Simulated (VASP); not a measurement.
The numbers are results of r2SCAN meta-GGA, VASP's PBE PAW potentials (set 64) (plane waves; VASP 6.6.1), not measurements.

Input for VASP

File KPOINTS:
```
Automatic
0
gamma
 16 16 16
```

INCAR:
```
ALGO  =  Normal
EDIFF  =  1E-6
EDIFFG  =  -0.02
ENCUT  =  500
IBRION  =  2
ISIF  =  3
ISMEAR  =  1
LASPH  =  T
LCHARG  =  F
LMIXTAU  =  T
LREAL  =  F
LWAVE  =  F
METAGGA  =  R2SCAN
NELM  =  100
NSW  =  40
PREC  =  Accurate
PSTRESS  =  50
SIGMA  =  0.1
SYSTEM  =  Al
```

### POSCAR
```
Al
1
    0.0000000000     1.9626851118     1.9626851118
    1.9626851118    -0.0000000000     1.9626851118
    1.9626851118     1.9626851118     0.0000000000
Al
1
Direct
  0.0000000000   0.0000000000   0.0000000000
```

POTCAR, in this order: Al (PBE.64 set). Program: vasp_std.

Output of the run:

**OSZICAR**
```
       N       E                     dE             d eps       ncg     rms          rms(c)
DAV:   1    -0.449263385147E+01   -0.44926E+01   -0.92665E+02  1520   0.333E+02
DAV:   2    -0.687763474989E+01   -0.23850E+01   -0.20587E+01  1815   0.319E+01
DAV:   3    -0.689838946834E+01   -0.20755E-01   -0.20751E-01  1945   0.374E+00
DAV:   4    -0.689844922128E+01   -0.59753E-04   -0.59754E-04  1905   0.199E-01
DAV:   5    -0.689844958793E+01   -0.36666E-06   -0.36674E-06  1910   0.134E-02    0.321E+00
DAV:   6    -0.672217580765E+01    0.17627E+00   -0.10415E-01  1915   0.235E+00    0.200E+00
DAV:   7    -0.700174845849E+01   -0.27957E+00   -0.78093E-02  1750   0.208E+00    0.667E-01
DAV:   8    -0.668703770139E+01    0.31471E+00   -0.97325E-02  1730   0.232E+00    0.216E-01
DAV:   9    -0.673380960350E+01   -0.46772E-01   -0.42627E-02  1500   0.129E+00    0.156E-01
DAV:  10    -0.673344156639E+01    0.36804E-03   -0.34355E-04  1940   0.177E-01    0.176E-01
DAV:  11    -0.673445473090E+01   -0.10132E-02   -0.81371E-05  1840   0.710E-02    0.160E-01
DAV:  12    -0.673251342506E+01    0.19413E-02   -0.15405E-04  1625   0.106E-01    0.579E-02
DAV:  13    -0.673255277836E+01   -0.39353E-04   -0.19435E-04  1825   0.135E-01    0.869E-02
DAV:  14    -0.673256763725E+01   -0.14859E-04   -0.51880E-06  1565   0.280E-02    0.104E-01
DAV:  15    -0.673255633124E+01    0.11306E-04   -0.26850E-06  1590   0.202E-02    0.123E-01
DAV:  16    -0.673256722915E+01   -0.10898E-04   -0.89430E-06  1695   0.314E-02    0.120E-01
DAV:  17    -0.673257165079E+01   -0.44216E-05   -0.11835E-06  1685   0.117E-02    0.933E-02
DAV:  18    -0.673257737751E+01   -0.57267E-05   -0.40064E-07   810   0.829E-03    0.488E-02
DAV:  19    -0.673258005331E+01   -0.26758E-05   -0.50545E-07   885   0.837E-03    0.245E-02
DAV:  20    -0.673258119321E+01   -0.11399E-05   -0.10457E-07   755   0.424E-03    0.894E-03
DAV:  21    -0.673258136229E+01   -0.16907E-06   -0.11466E-07   745   0.408E-03
   1 F= -.62606908E+01 E0= -.62608109E+01  d E =-.626069E+01
```

### OUTCAR
```
------------------------ aborting loop because EDIFF is reached ----------------------------------------
  FORCE on cell =-STRESS in cart. coord.  units (eV):
  Direction    XX          YY          ZZ          XY          YZ          ZX
  --------------------------------------------------------------------------------------
  Total        0.4759463      0.4759463      0.4759463      0.0000000     -0.0000000      0.0000000
  in kB       50.4297342     50.4297342     50.4297342      0.0000000     -0.0000000      0.0000000
  external PRESSURE =       0.4297342 kB  Pullay stress =      50.0000000 kB
  volume of cell :       15.12
      direct lattice vectors                 reciprocal lattice vectors
     0.000000000  1.962685112  1.962685112    -0.254753041  0.254753041  0.254753041
     1.962685112  0.000000000  1.962685112     0.254753041 -0.254753041  0.254753041
     1.962685112  1.962685112  0.000000000     0.254753041  0.254753041 -0.254753041
 POSITION                                       TOTAL-FORCE (eV/Angst)
 -----------------------------------------------------------------------------------
      0.00000      0.00000      0.00000         0.000000      0.000000      0.000000
 -----------------------------------------------------------------------------------
    total drift:                                0.000000     -0.000000     -0.000000
  FREE ENERGIE OF THE ION-ELECTRON SYSTEM (eV)
  ---------------------------------------------------
  free  energy   TOTEN  =        -6.7325813623 eV

  energy  without entropy=       -6.7329416317  energy(sigma->0) =       -6.73270145
  enthalpy is  TOTEN    =        -6.2606907889 eV   P V=        0.4718905734

 reached required accuracy - stopping structural energy minimisation
```
(Selected blocks of OUTCAR.)

The compound is Al in the fcc structure. It was relaxed first under an external pressure of 5 GPa.
